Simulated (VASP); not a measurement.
# SnCl4 in VASP: notebook

One molecule, SnCl4, is run at these levels: PBE+D3(BJ), optB86b-vdW, rev-vdW-DF2; tasks: single point.

Program: VASP 6.6.1. These are calculated values, not measurements. Logs are shortened: lines on timing, memory, paths and dates and some standing lists are left out, and cuts for length are marked.

## Step 1: Starting point

The cell holds a molecule in a box, 5 atoms: a = 14.208 Å, b = 14.708 Å, c = 15.208 Å, α = 90.00°, β = 90.00°, γ = 90.00°.

## Step 2: Single point, PBE+D3(BJ)

File INCAR:

```
PREC = Accurate
ENCUT = 400
EDIFF = 1E-6
ISMEAR = 0
SIGMA = 0.005
LREAL = F
LASPH = T
NELM = 100
ALGO = Fast
ISIF = 2
LWAVE = F
LCHARG = F
GGA = PE
IVDW = 12
NBANDS = 29
ISYM = 0
```

File KPOINTS:

```
Automatic mesh
0
Gamma
  1 1 1
```

File POSCAR:

```
SnCl4
1.0
   14.2077045379      0.0000000000      0.0000000000
    0.0000000000     14.7077045379      0.0000000000
    0.0000000000      0.0000000000     15.2077045379
Sn Cl
1 4
Direct
    0.5026000000      0.5043000000      0.5008000000
    0.5365000000      0.3681000000      0.5703000000
    0.6234000000      0.6070000000      0.5257000000
    0.3631000000      0.5628000000      0.5557000000
    0.4872000000      0.4797000000      0.3510000000
```

Potentials or basis: VASP PAW PBE potentials, release 64 (Sn_d, Cl).

Launch:

```sh
$ cat potpaw_PBE.64/Sn_d/POTCAR potpaw_PBE.64/Cl/POTCAR > POTCAR
$ mpirun -np 4 vasp_gam > vasp.out
```

OUTCAR:

```text
PREC = Accurate
   ENCUT = 400
   EDIFF = 1E-6
   ISMEAR = 0
   LREAL = F
   LASPH = T
   NELM = 100
   ISIF = 2
   GGA = PE
   IVDW = 12
   ISYM = 0
 IVDW          = 12

 ion  position               nearest neighbor table
   1  0.503  0.504  0.501-   2 2.32   4 2.32   5 2.32   3 2.32
   2  0.536  0.368  0.570-   1 2.32
   3  0.623  0.607  0.526-   1 2.32
   4  0.363  0.563  0.556-   1 2.32
   5  0.487  0.480  0.351-   1 2.32

IMPORTANT INFORMATION: All symmetrisations will be switched off!
NOSYMM: (Re-)initialisation of all symmetry stuff for point group C_1.

----------------------------------------------------------------------------------------

                                     Primitive cell

  volume of cell :    3177.8433

  direct lattice vectors                    reciprocal lattice vectors
    14.207704538  0.000000000  0.000000000     0.070384347  0.000000000  0.000000000
     0.000000000 14.707704538  0.000000000     0.000000000  0.067991575  0.000000000
     0.000000000  0.000000000 15.207704538     0.000000000  0.000000000  0.065756143

  length of vectors
    14.207704538 14.707704538 15.207704538     0.070384347  0.067991575  0.065756143

  position of ions in fractional coordinates (direct lattice)
     0.502600000  0.504300000  0.500800000
     0.536500000  0.368100000  0.570300000
     0.623400000  0.607000000  0.525700000
     0.363100000  0.562800000  0.555700000
     0.487200000  0.479700000  0.351000000

  ion indices of the primitive-cell ions
   primitive index   ion index
                 1           1
                 2           2
                 3           3
                 4           4
                 5           5

----------------------------------------------------------------------------------------

 KPOINTS: Automatic mesh

Automatic generation of k-mesh.
 Grid dimensions read from file:
 generate k-points for:    1    1    1

 Generating k-lattice:

  Cartesian coordinates                     Fractional coordinates (reciprocal lattice)
     0.070384347  0.000000000  0.000000000     1.000000000  0.000000000  0.000000000
     0.000000000  0.067991575  0.000000000     0.000000000  1.000000000  0.000000000
     0.000000000  0.000000000  0.065756143     0.000000000  0.000000000  1.000000000

  Length of vectors
     0.070384347  0.067991575  0.065756143

  Shift w.r.t. Gamma in fractional coordinates (k-lattice)
     0.000000000  0.000000000  0.000000000

 Subroutine IBZKPT returns following result:
 ===========================================

 Found      1 irreducible k-points:

 Following reciprocal coordinates:
            Coordinates               Weight
  0.000000  0.000000  0.000000      1.000000
   k-points           NKPTS =      1   k-points in BZ     NKDIM =      1   number of bands    NBANDS=     32
   number of dos      NEDOS =    301   number of ions     NIONS =      5
   total plane-waves  NPLWV = 921600
   dimension x,y,z NGX =    96 NGY =   96 NGZ =  100
   dimension x,y,z NGXF=   192 NGYF=  192 NGZF=  200
   ions per type =               1   4
   NGX,Y,Z   is equivalent  to a cutoff of  11.23, 10.85, 10.93 a.u.
   NGXF,Y,Z  is equivalent  to a cutoff of  22.47, 21.70, 21.86 a.u.
 SYSTEM =  unknown system
   PREC   = accura    normal or accurate (medium, high low for compatibility)
   ISTART =      0    job   : 0-new  1-cont  2-samecut
   ICHARG =      2    charge: 1-file 2-atom 10-const
   ISPIN  =      1    spin polarized calculation?
   LNONCOLLINEAR =      F non collinear calculations
   LSORBIT =      F    spin-orbit coupling
   LASPH  =      T    aspherical Exc in radial PAW
   ENCUT  =  400.0 eV  29.40 Ry    5.42 a.u.  23.17 23.98 24.80*2*pi/ulx,y,z
   NELM   =    100;   NELMIN=  2; NELMDL= -5     # of ELM steps
   EDIFF  = 0.1E-05   stopping-criterion for ELM
   LREAL  =      F    real-space projection
   EDIFFG = 0.1E-04   stopping-criterion for IOM
   NSW    =      0    number of steps for IOM
   IBRION =     -1    ionic relax: 0-MD 1-quasi-New 2-CG
   NFREE  =      0    steps in history (QN), initial steepest desc. (CG)
   ISIF   =      2    stress and relaxation
   ISYM   =      0    0-nonsym 1-usesym 2-fastsym
   POTIM  = 0.5000    time-step for ionic-motion
   TEBEG  =    0.0;   TEEND  =   0.0 temperature during run
   PSTRESS=    0.0 pullay stress
   NELECT =      42.0000    total number of electrons
   NUPDOWN=      -1.0000    fix difference up-down
   EMIN   =  10.00;   EMAX   =-10.00  energy-range for DOS
   EFERMI =   0.00;   METHOD = LEGACY
   ISMEAR =     0;   SIGMA  =   0.01  broadening in eV -4-tet -1-fermi 0-gaus
   EFERMI_NEDOS =   21; number of points for ismear=-14 and -15
   IALGO  =     68    algorithm
   IMIX   =      4    mixing-type and parameters
     AMIX     =   0.40;   BMIX     =  1.00
     AMIX_MAG =   1.60;   BMIX_MAG =  1.00
  volume/ion in A,a.u.               =     635.57      4289.03
  Fermi-wavevector in a.u.,A,eV,Ry     =   0.387062  0.731441  2.038383  0.149817
  Thomas-Fermi vector in A             =   1.326613
   LORBIT       =      0    0 simple, 1 ext, 2 COOP (PROOUT), +10 PAW based schemes
   GGA     = PE    functional components
   LHFCALC =     F    Hartree Fock is set to
   AEXX    =    0.0000 exact exchange contribution
   IVDW    =    12    specifies the selected vdW correction
   LEPSILON=     F    determine dielectric tensor
   LRPA    =     F    only Hartree local field effects (RPA)
 non-spin polarized calculation
 RMM-DIIS sequential band-by-band and
 Gauss-broadening in eV      SIGMA  =   0.01
  energy-cutoff  :      400.00
  volume of cell :     3177.84
 maximum number of plane-waves:     28853
 NGX is ok and might be reduce to    96
   NGX = 47   NGY = 47   NGZ = 49

 number of electron      42.0000012 magnetization

 Free energy of the ion-electron system (eV)
  ---------------------------------------------------
  ext. energy  EPLUGINS =         0.00000000
  ---------------------------------------------------
  free energy    TOTEN  =       -15.83544617 eV

  energy without entropy =      -15.83544617  energy(sigma->0) =      -15.83544617

 E-fermi :  -7.9467     XC(G=0):  -0.6798

 val. band max:       -7.9735155381   @ k =   0.0000   0.0000   0.0000
 cond. band min:      -3.9955077578   @ k =   0.0000   0.0000   0.0000
 fundamental gap:      3.9780077802
 Fermi energy:        -7.9466657266

 k-point     1 :       0.0000    0.0000    0.0000
  band No.  band energies     occupation
      1     -27.9538      2.00000
      2     -27.9537      2.00000
      3     -27.9530      2.00000
      4     -27.7997      2.00000
      5     -27.7996      2.00000
      6     -21.2028      2.00000
[... 24 lines left out ...]
     31       0.7375      0.00000
     32       0.7852      0.00000

------------------------ aborting loop because EDIFF is reached ----------------------------------------

 Edisp (eV)   -0.21237

 E8    (eV) :    -0.0923

  FORCE on cell =-STRESS in cart. coord.  units (eV):
  Direction    XX          YY          ZZ          XY          YZ          ZX
  --------------------------------------------------------------------------------------
  -------------------------------------------------------------------------------------
  Total      -0.17810    -0.16731    -0.16874    -0.02012    -0.01105    -0.00535
  in kB      -0.08979    -0.08435    -0.08508    -0.01014    -0.00557    -0.00270
  external pressure =       -0.09 kB  Pullay stress =        0.00 kB

 VOLUME and BASIS-vectors are now :
 -----------------------------------------------------------------------------
  energy-cutoff  :      400.00
  volume of cell :     3177.84
      direct lattice vectors                 reciprocal lattice vectors
    14.207704538  0.000000000  0.000000000     0.070384347  0.000000000  0.000000000
     0.000000000 14.707704538  0.000000000     0.000000000  0.067991575  0.000000000
     0.000000000  0.000000000 15.207704538     0.000000000  0.000000000  0.065756143

 POSITION                                       TOTAL-FORCE (eV/Angst)
 -----------------------------------------------------------------------------------
      7.14079      7.41710      7.61602         0.004143      0.021377     -0.017602
      7.62243      5.41391      8.67295        -0.003434      0.017390     -0.007067
      8.85708      8.92758      7.99469        -0.030219     -0.030661     -0.004415
      5.15882      8.27750      8.45092         0.024776     -0.012112     -0.006583
      6.92199      7.05529      5.33790         0.004734      0.004007      0.035667
 -----------------------------------------------------------------------------------
    total drift:                                0.001133      0.001754     -0.000349

  FREE ENERGIE OF THE ION-ELECTRON SYSTEM (eV)
  ---------------------------------------------------
  free  energy   TOTEN  =       -16.0478204471 eV

  energy  without entropy=      -16.0478204471  energy(sigma->0) =      -16.04782045
```

Run time: 53 s. Hardware: 4 MPI ranks of Intel Xeon Platinum 8488C (Sapphire Rapids), shared host; peak memory 0.59 GiB.

Results:

```yaml
Free_energy: -16.0478 eV
Largest_force: 0.043 eV/Å
Gap_between_the_frontier_levels: 3.98 eV
Dispersion_energy_per_atom: -0.042 eV
```

Forces on the atoms (eV/Å):
```
Sn   0.004  0.021 -0.018
Cl  -0.003  0.017 -0.007
Cl  -0.030 -0.031 -0.004
Cl   0.025 -0.012 -0.007
Cl   0.005  0.004  0.036
```

Caveat: spin-orbit coupling is left out, which moves the levels of the heavy elements. As with any semilocal functional, this PBE gap is likely too small.

[end of part 1 of 2]
